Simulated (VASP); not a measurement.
# Nb2SiO2 (I4/mmm) in VASP: a series of runs

One crystal, Nb2SiO2, is run at these levels: PBE; tasks: equation of state.

Everything below comes from runs of VASP 6.6.1. Logs are shortened: lines on timing, memory, paths and dates and some standing lists are left out, and cuts for length are marked.

## 1. Starting point

It takes space group I4/mmm (No. 139, tetragonal). The conventional cell has a = 3.451 Å, b = 3.451 Å, c = 10.737 Å, α = 90.00°, β = 90.00°, γ = 90.00°. Around Nb (site symmetry 4mm) lie 4 O at 2.13 Å. Si (site symmetry 4/mmm) has 8 Nb at 2.83 Å and 8 O at 3.19 Å as nearest neighbours. Around O (site symmetry -4m2) lie 4 Nb at 2.13 Å and 4 O at 2.44 Å.

The cell was built by a generator and needn't be a form met in nature.

## 2. Equation of state, PBE, 12.79 Å³/atom

INCAR

```
SYSTEM = Nb2SiO2
PREC = Accurate
ENCUT = 520
EDIFF = 1E-6
ISMEAR = 0
SIGMA = 0.1
LREAL = .False.
LASPH = .True.
NELM = 100
ALGO = Normal
ISIF = 4
LWAVE = .False.
LCHARG = .False.
GGA = PE
IBRION = 2
NSW = 30
EDIFFG = -0.02
KPAR = 4
```

KPOINTS

```
Automatic mesh
0
Gamma
  12 12 12
  0 0 0
```

POSCAR

```
Nb2SiO2
1.0
   -1.7254900000      1.7254900000      5.3683200000
    1.7254900000     -1.7254900000      5.3683200000
    1.7254900000      1.7254900000     -5.3683200000
Nb Si O
2 1 2
Direct
    0.3662700000      0.3662700000      0.0000000000
    0.6337300000      0.6337300000      0.0000000000
    0.0000000000      0.0000000000      0.0000000000
    0.7500000000      0.2500000000      0.5000000000
    0.2500000000      0.7500000000      0.5000000000
```

Potentials or basis: VASP PAW PBE potentials, release 64 (Nb_sv, Si, O).

Command:

```console
$ cat potpaw_PBE.64/Nb_sv/POTCAR potpaw_PBE.64/Si/POTCAR potpaw_PBE.64/O/POTCAR > POTCAR
$ mpirun -np 4 vasp_std > vasp.out
```

OUTCAR:

```text
SYSTEM = Nb2SiO2
   PREC = Accurate
   ENCUT = 520
   EDIFF = 1E-6
   ISMEAR = 0
   LREAL = .False.
   LASPH = .True.
   NELM = 100
   ISIF = 4
   GGA = PE
   IBRION = 2
   NSW = 30
   EDIFFG = -0.02

 ion  position               nearest neighbor table
   1  0.366  0.366  0.000-   5 2.13   4 2.13   4 2.13   5 2.13   3 2.83   3 2.83   3 2.83   3 2.83
                             2 2.87
   2  0.634  0.634  0.000-   5 2.13   4 2.13   4 2.13   5 2.13   3 2.83   3 2.83   3 2.83   3 2.83
                             1 2.87
   3  0.000  0.000  0.000-   2 2.83   2 2.83   2 2.83   1 2.83   2 2.83   1 2.83   1 2.83   1 2.83

   4  0.750  0.250  0.500-   1 2.13   2 2.13   1 2.13   2 2.13
   5  0.250  0.750  0.500-   1 2.13   2 2.13   1 2.13   2 2.13

  LATTYP: Found a body centered tetragonal cell.
 ALAT       =     3.4509800000
 C/A-ratio  =     3.1111858081

  Lattice vectors:

 A1 = (  -1.7254900000,   1.7254900000,   5.3683200000)
 A2 = (   1.7254900000,  -1.7254900000,   5.3683200000)
 A3 = (   1.7254900000,   1.7254900000,  -5.3683200000)

Analysis of symmetry for initial positions (statically):
=====================================================================
 Subroutine PRICEL returns:
 Original cell was already a primitive cell.

 Routine SETGRP: Setting up the symmetry group for a
 body centered tetragonal supercell.

 Subroutine GETGRP returns: Found 16 space group operations
 (whereof 16 operations were pure point group operations)
 out of a pool of 16 trial point group operations.

The static configuration has the point symmetry D_4h.

Analysis of symmetry for dynamics (positions and initial velocities):
=====================================================================
 Subroutine PRICEL returns:
 Original cell was already a primitive cell.

 Routine SETGRP: Setting up the symmetry group for a
 body centered tetragonal supercell.

 Subroutine GETGRP returns: Found 16 space group operations
 (whereof 16 operations were pure point group operations)
 out of a pool of 16 trial point group operations.

The dynamic configuration has the point symmetry D_4h.

 Subroutine INISYM returns: Found 16 space group operations
 (whereof 16 operations are pure point group operations),
 and found     1 'primitive' translations

----------------------------------------------------------------------------------------

                                     Primitive cell

  volume of cell :      63.9327

  direct lattice vectors                    reciprocal lattice vectors
    -1.725490000  1.725490000  5.368320000     0.000000000  0.289772760  0.093139008
     1.725490000 -1.725490000  5.368320000     0.289772760  0.000000000  0.093139008
     1.725490000  1.725490000 -5.368320000     0.289772760  0.289772760  0.000000000

  length of vectors
     5.896905214  5.896905214  5.896905214     0.304373336  0.304373336  0.409800567

  position of ions in fractional coordinates (direct lattice)
     0.366270000  0.366270000  0.000000000
     0.633730000  0.633730000  0.000000000
     0.000000000  0.000000000  0.000000000
     0.750000000  0.250000000  0.500000000
     0.250000000  0.750000000  0.500000000

  ion indices of the primitive-cell ions
   primitive index   ion index
                 1           1
                 2           2
                 3           3
                 4           4
                 5           5

----------------------------------------------------------------------------------------

 KPOINTS: Automatic mesh

Automatic generation of k-mesh.
 Grid dimensions read from file:
 generate k-points for:   12   12   12

 Generating k-lattice:

  Cartesian coordinates                     Fractional coordinates (reciprocal lattice)
     0.000000000  0.024147730  0.007761584     0.083333333  0.000000000  0.000000000
     0.024147730  0.000000000  0.007761584     0.000000000  0.083333333  0.000000000
     0.024147730  0.024147730  0.000000000     0.000000000  0.000000000  0.083333333

  Length of vectors
     0.025364445  0.025364445  0.034150047

  Shift w.r.t. Gamma in fractional coordinates (k-lattice)
     0.000000000  0.000000000  0.000000000

 Subroutine IBZKPT returns following result:
 ===========================================

 Found    163 irreducible k-points:

 Following reciprocal coordinates:
            Coordinates               Weight
  0.000000  0.000000  0.000000      1.000000
  0.083333 -0.000000  0.000000      8.000000
  0.166667  0.000000  0.000000      8.000000
  0.250000  0.000000  0.000000      8.000000
  0.333333 -0.000000  0.000000      8.000000
  0.416667  0.000000  0.000000      8.000000
[... 16 lines left out ...]
  0.500000  0.166667  0.000000     16.000000
 -0.416667  0.166667  0.000000     16.000000
 [... further k-points ...]
   k-points           NKPTS =    163   k-points in BZ     NKDIM =    163   number of bands    NBANDS=     25
   number of dos      NEDOS =    301   number of ions     NIONS =      5
   total plane-waves  NPLWV = 110592
   dimension x,y,z NGX =    48 NGY =   48 NGZ =   48
   dimension x,y,z NGXF=    96 NGYF=   96 NGZF=   96
   ions per type =               2   1   2
   NGX,Y,Z   is equivalent  to a cutoff of  13.53, 13.53, 13.53 a.u.
   NGXF,Y,Z  is equivalent  to a cutoff of  27.06, 27.06, 27.06 a.u.
 SYSTEM =  Nb2SiO2
   PREC   = accura    normal or accurate (medium, high low for compatibility)
   ISTART =      0    job   : 0-new  1-cont  2-samecut
   ICHARG =      2    charge: 1-file 2-atom 10-const
   ISPIN  =      1    spin polarized calculation?
   LNONCOLLINEAR =      F non collinear calculations
   LSORBIT =      F    spin-orbit coupling
   LASPH  =      T    aspherical Exc in radial PAW
   ENCUT  =  520.0 eV  38.22 Ry    6.18 a.u.  10.96 10.96 10.96*2*pi/ulx,y,z
   NELM   =    100;   NELMIN=  2; NELMDL= -5     # of ELM steps
   EDIFF  = 0.1E-05   stopping-criterion for ELM
   LREAL  =      F    real-space projection
   EDIFFG = -.2E-01   stopping-criterion for IOM
   NSW    =     30    number of steps for IOM
   IBRION =      2    ionic relax: 0-MD 1-quasi-New 2-CG
   NFREE  =      1    steps in history (QN), initial steepest desc. (CG)
   ISIF   =      4    stress and relaxation
   ISYM   =      2    0-nonsym 1-usesym 2-fastsym
   POTIM  = 0.5000    time-step for ionic-motion
[... 14 lines left out ...]
  Thomas-Fermi vector in A             =   2.543777
   LORBIT       =      0    0 simple, 1 ext, 2 COOP (PROOUT), +10 PAW based schemes
   GGA     = PE    functional components
   LHFCALC =     F    Hartree Fock is set to
   AEXX    =    0.0000 exact exchange contribution
   IVDW    =     0    specifies the selected vdW correction
   LEPSILON=     F    determine dielectric tensor
   LRPA    =     F    only Hartree local field effects (RPA)
 conjugate gradient relaxation of ions
 non-spin polarized calculation
 Gauss-broadening in eV      SIGMA  =   0.10
  energy-cutoff  :      520.00
  volume of cell :       63.93
 maximum number of plane-waves:      1752
 NGX is ok and might be reduce to    48
   NGX = 21   NGY = 21   NGZ = 21

 number of electron      41.9999999 magnetization

 Free energy of the ion-electron system (eV)
  ---------------------------------------------------
  ext. energy  EPLUGINS =         0.00000000
  ---------------------------------------------------
  free energy    TOTEN  =       -43.09672894 eV

  energy without entropy =      -43.09139076  energy(sigma->0) =      -43.09405985

 E-fermi :  10.4436     XC(G=0): -12.1093

 val. band max:       10.4216937890   @ k =  -0.0833   0.5000   0.0833
 cond. band min:      10.4482071570   @ k =   0.5000   0.5000   0.4167
 fundamental gap:      0.0265133680
 Fermi energy:        10.4435958790

 k-point     1 :       0.0000    0.0000    0.0000
  band No.  band energies     occupation
      1     -45.5429      2.00000
      2     -45.4693      2.00000
      3     -21.8328      2.00000
      4     -21.5962      2.00000
      5     -21.5962      2.00000
      6     -21.5699      2.00000
[... 17 lines left out ...]
     24      11.6449      0.00000
     25      12.2108      0.00000

 k-point     2 :       0.0833   -0.0000    0.0000
  band No.  band energies     occupation
      1     -45.5413      2.00000
      2     -45.4691      2.00000
      3     -21.8287      2.00000
      4     -21.6141      2.00000
      5     -21.5961      2.00000
      6     -21.5791      2.00000
[... 17 lines left out ...]
     24      11.5351      0.00000
     25      12.5264      0.00000

 k-point     3 :       0.1667    0.0000    0.0000
  band No.  band energies     occupation
      1     -45.5370      2.00000
      2     -45.4689      2.00000
      3     -21.8219      2.00000
      4     -21.6621      2.00000
      5     -21.5993      2.00000
      6     -21.5955      2.00000
[... 17 lines left out ...]
     24      11.3559      0.00000
     25      12.9911      0.00000

 k-point     4 :       0.2500    0.0000    0.0000
  band No.  band energies     occupation
      1     -45.5307      2.00000
      2     -45.4688      2.00000
      3     -21.8272      2.00000
      4     -21.7270      2.00000
      5     -21.6096      2.00000
      6     -21.5941      2.00000
[... 17 lines left out ...]
     24      11.4431      0.00000
     25      12.7149      0.00000

 k-point     5 :       0.3333   -0.0000    0.0000
  band No.  band energies     occupation
      1     -45.5242      2.00000
      2     -45.4691      2.00000
      3     -21.8500      2.00000
      4     -21.7920      2.00000
      5     -21.5972      2.00000
      6     -21.5922      2.00000
[... 17 lines left out ...]
     24      11.7818      0.00000
     25      12.3837      0.00000

 k-point     6 :       0.4167    0.0000    0.0000
  band No.  band energies     occupation
      1     -45.5191      2.00000
      2     -45.4695      2.00000
      3     -21.8732      2.00000
      4     -21.8412      2.00000
      5     -21.5907      2.00000
      6     -21.5760      2.00000
[... 17 lines left out ...]
     24      12.1401      0.00000
     25      12.3274      0.00000
[... 393 lines left out ...]
 k-point    21 :       0.3333    0.1667    0.0000
  band No.  band energies     occupation
      1     -45.5179      2.00000
      2     -45.4691      2.00000
      3     -21.8293      2.00000
      4     -21.8059      2.00000
      5     -21.6487      2.00000
      6     -21.5991      2.00000
[... 17 lines left out ...]
     24      12.1272      0.00000
     25      12.9884      0.00000

 k-point    22 :       0.4167    0.1667    0.0000
  band No.  band energies     occupation
      1     -45.5143      2.00000
      2     -45.4681      2.00000
      3     -21.8666      2.00000
      4     -21.8426      2.00000
      5     -21.6427      2.00000
      6     -21.5919      2.00000
[... 17 lines left out ...]
     24      12.3586      0.00000
     25      12.7059      0.00000

 k-point    23 :       0.5000    0.1667    0.0000
  band No.  band energies     occupation
      1     -45.5140      2.00000
      2     -45.4667      2.00000
      3     -21.8901      2.00000
      4     -21.8484      2.00000
      5     -21.6370      2.00000
      6     -21.5926      2.00000
[... 17 lines left out ...]
     24      12.4376      0.00000
     25      12.5791      0.00000

 k-point    24 :      -0.4167    0.1667    0.0000
  band No.  band energies     occupation
      1     -45.5170      2.00000
      2     -45.4654      2.00000
      3     -21.8877      2.00000
      4     -21.8260      2.00000
      5     -21.6324      2.00000
      6     -21.6045      2.00000
[... 17 lines left out ...]
     24      12.1606      0.00000
     25      12.7803      0.00000

 [... further k-points ...]

------------------------ aborting loop because EDIFF is reached ----------------------------------------

  FORCE on cell =-STRESS in cart. coord.  units (eV):
  Direction    XX          YY          ZZ          XY          YZ          ZX
  --------------------------------------------------------------------------------------
  -------------------------------------------------------------------------------------
  Total       -0.0230967     -0.0230967     -0.0335283      0.0000000      0.0000000     -0.0000000
  in kB       -0.5788112     -0.5788112     -0.8402306      0.0000000      0.0000000     -0.0000000
  external PRESSURE =      -0.6659510 kB  Pullay stress =       0.0000000 kB

 VOLUME and BASIS-vectors are now :
 -----------------------------------------------------------------------------
  energy-cutoff  :      520.00
  volume of cell :       63.93
      direct lattice vectors                 reciprocal lattice vectors
    -1.725490000  1.725490000  5.368320000     0.000000000  0.289772760  0.093139008
     1.725490000 -1.725490000  5.368320000     0.289772760  0.000000000  0.093139008
     1.725490000  1.725490000 -5.368320000     0.289772760  0.289772760  0.000000000

 POSITION                                       TOTAL-FORCE (eV/Angst)
 -----------------------------------------------------------------------------------
      0.00000      0.00000      3.93251         0.000000      0.000000     -0.002277
      0.00000      0.00000      6.80413        -0.000000     -0.000000      0.002277
      0.00000      0.00000      0.00000         0.000000      0.000000     -0.000000
     -0.00000      1.72549      2.68416         0.000000      0.000000      0.000000
      1.72549     -0.00000      2.68416         0.000000      0.000000      0.000000
 -----------------------------------------------------------------------------------
    total drift:                               -0.000000      0.000000     -0.000000

  FREE ENERGIE OF THE ION-ELECTRON SYSTEM (eV)
  ---------------------------------------------------
  free  energy   TOTEN  =       -43.0967289367 eV

  energy  without entropy=      -43.0913907622  energy(sigma->0) =      -43.09405985

 reached required accuracy - stopping structural energy minimisation
```

Wall time 3.7 min (4 MPI ranks of Intel Xeon Platinum 8488C (Sapphire Rapids), shared host); peak memory 0.5 GiB.

What came out:

| Item | Value |
| --- | --- |
| Free energy | -43.0967 eV |
| Pressure | -0.1 GPa |
| Band gap on the k mesh | none (metal or under the smearing width) |

## 3. Equation of state, PBE, 12.40 Å³/atom (volume scaled by 0.97)

INCAR is that of step 2.

KPOINTS is that of step 2.

Edit POSCAR of step 2 so:

```diff
@@ -2,5 +2,5 @@
 1.0
-   -1.7254900000      1.7254900000      5.3683200000
-    1.7254900000     -1.7254900000      5.3683200000
-    1.7254900000      1.7254900000     -5.3683200000
+   -1.7080596164      1.7080596164      5.3140908378
+    1.7080596164     -1.7080596164      5.3140908378
+    1.7080596164      1.7080596164     -5.3140908378
 Nb Si O
```

Potentials or basis: VASP PAW PBE potentials, release 64 (Nb_sv, Si, O).

Command:

```console
$ cat potpaw_PBE.64/Nb_sv/POTCAR potpaw_PBE.64/Si/POTCAR potpaw_PBE.64/O/POTCAR > POTCAR
$ mpirun -np 4 vasp_std > vasp.out
```

Wall time 7.1 min (4 MPI ranks of Intel Xeon Platinum 8488C (Sapphire Rapids), shared host); peak memory 0.49 GiB.

The run converged. Its results:

| Quantity | Value |
| --- | --- |
| Free energy | -43.0564 eV |
| Pressure | 6.6 GPa |
| Band gap on the k mesh | none (metal or under the smearing width) |

## 4. Equation of state, PBE, 13.17 Å³/atom (volume scaled by 1.03)

INCAR is that of step 3.

KPOINTS is that of step 3.

Edit POSCAR of step 3 so:

```diff
@@ -2,5 +2,5 @@
 1.0
-   -1.7080596164      1.7080596164      5.3140908378
-    1.7080596164     -1.7080596164      5.3140908378
-    1.7080596164      1.7080596164     -5.3140908378
+   -1.7425751705      1.7425751705      5.4214751401
+    1.7425751705     -1.7425751705      5.4214751401
+    1.7425751705      1.7425751705     -5.4214751401
 Nb Si O
```

Command:

```console
$ cat potpaw_PBE.64/Nb_sv/POTCAR potpaw_PBE.64/Si/POTCAR potpaw_PBE.64/O/POTCAR > POTCAR
$ mpirun -np 4 vasp_std > vasp.out
```

Wall time 5.5 min (4 MPI ranks of Intel Xeon Platinum 8488C (Sapphire Rapids), shared host); peak memory 0.51 GiB.

Results (log left out):

```
Free energy            : -43.0632 eV
Pressure               : -5.7 GPa
Largest force          : 0.009 eV/Å
Band gap on the k mesh : none (metal or under the smearing width)
```

## 5. Equation of state, PBE, 12.02 Å³/atom (volume scaled by 0.94)

INCAR is that of step 4.

KPOINTS is that of step 4.

Edit POSCAR of step 4 so:

```diff
@@ -2,5 +2,5 @@
 1.0
-   -1.7425751705      1.7425751705      5.4214751401
-    1.7425751705     -1.7425751705      5.4214751401
-    1.7425751705      1.7425751705     -5.4214751401
+   -1.6902660347      1.6902660347      5.2587316991
+    1.6902660347     -1.6902660347      5.2587316991
+    1.6902660347      1.6902660347     -5.2587316991
 Nb Si O
```

Command:

```console
$ cat potpaw_PBE.64/Nb_sv/POTCAR potpaw_PBE.64/Si/POTCAR potpaw_PBE.64/O/POTCAR > POTCAR
$ mpirun -np 4 vasp_std > vasp.out
```

It took 8.3 min on 4 MPI ranks of Intel Xeon Platinum 8488C (Sapphire Rapids), shared host; peak memory 0.48 GiB.

The run converged. Its results:

```yaml
Free_energy: -42.9294 eV
Pressure: 14.4 GPa
Largest_force: 0.004 eV/Å
Band_gap_on_the_k_mesh: none (metal or under the smearing width)
```

## 6. Equation of state, PBE, 13.55 Å³/atom (volume scaled by 1.06)

INCAR is that of step 5.

KPOINTS is that of step 5.

Edit POSCAR of step 5 so:

```diff
@@ -2,5 +2,5 @@
 1.0
-   -1.6902660347      1.6902660347      5.2587316991
-    1.6902660347     -1.6902660347      5.2587316991
-    1.6902660347      1.6902660347     -5.2587316991
+   -1.7593317290      1.7593317290      5.4736079069
+    1.7593317290     -1.7593317290      5.4736079069
+    1.7593317290      1.7593317290     -5.4736079069
 Nb Si O
```

Potentials or basis: VASP PAW PBE potentials, release 64 (Nb_sv, Si, O).

Command:

```console
$ cat potpaw_PBE.64/Nb_sv/POTCAR potpaw_PBE.64/Si/POTCAR potpaw_PBE.64/O/POTCAR > POTCAR
$ mpirun -np 4 vasp_std > vasp.out
```

Run time: 9.5 min. Hardware: 4 MPI ranks of Intel Xeon Platinum 8488C (Sapphire Rapids), shared host; peak memory 0.52 GiB.

It converged, with:

* Free energy: -42.9671 eV
* Pressure: -10.5 GPa
* Largest force: 0.010 eV/Å
* Band gap on the k mesh: none (metal or under the smearing width)

## 7. Equation of state, PBE, 11.64 Å³/atom (volume scaled by 0.91)

INCAR is that of step 6.

KPOINTS is that of step 6.

Edit POSCAR of step 6 so:

```diff
@@ -2,5 +2,5 @@
 1.0
-   -1.7593317290      1.7593317290      5.4736079069
-    1.7593317290     -1.7593317290      5.4736079069
-    1.7593317290      1.7593317290     -5.4736079069
+   -1.6720897224      1.6720897224      5.2021818143
+    1.6720897224     -1.6720897224      5.2021818143
+    1.6720897224      1.6720897224     -5.2021818143
 Nb Si O
```

Command:

```console
$ cat potpaw_PBE.64/Nb_sv/POTCAR potpaw_PBE.64/Si/POTCAR potpaw_PBE.64/O/POTCAR > POTCAR
$ mpirun -np 4 vasp_std > vasp.out
```

Wall time 8.6 min (4 MPI ranks of Intel Xeon Platinum 8488C (Sapphire Rapids), shared host); peak memory 0.49 GiB.

It converged, with:

| Quantity | Value |
| --- | --- |
| Free energy | -42.7006 eV |
| Pressure | 23.6 GPa |
| Largest force | 0.009 eV/Å |
| Band gap on the k mesh | none (metal or under the smearing width) |

## 8. Equation of state, PBE, 13.94 Å³/atom (volume scaled by 1.09)

INCAR is that of step 7.

KPOINTS is that of step 7.

Edit POSCAR of step 7 so:

```diff
@@ -2,5 +2,5 @@
 1.0
-   -1.6720897224      1.6720897224      5.2021818143
-    1.6720897224     -1.6720897224      5.2021818143
-    1.6720897224      1.6720897224     -5.2021818143
+   -1.7757750346      1.7757750346      5.5247660861
+    1.7757750346     -1.7757750346      5.5247660861
+    1.7757750346      1.7757750346     -5.5247660861
 Nb Si O
```

Command:

```console
$ cat potpaw_PBE.64/Nb_sv/POTCAR potpaw_PBE.64/Si/POTCAR potpaw_PBE.64/O/POTCAR > POTCAR
$ mpirun -np 4 vasp_std > vasp.out
```

Run time: 8.2 min. Hardware: 4 MPI ranks of Intel Xeon Platinum 8488C (Sapphire Rapids), shared host; peak memory 0.55 GiB.

The run converged. Its results:

```
Free energy            : -42.8179 eV
Pressure               : -14.6 GPa
Largest force          : 0.014 eV/Å
Band gap on the k mesh : none (metal or under the smearing width)
```
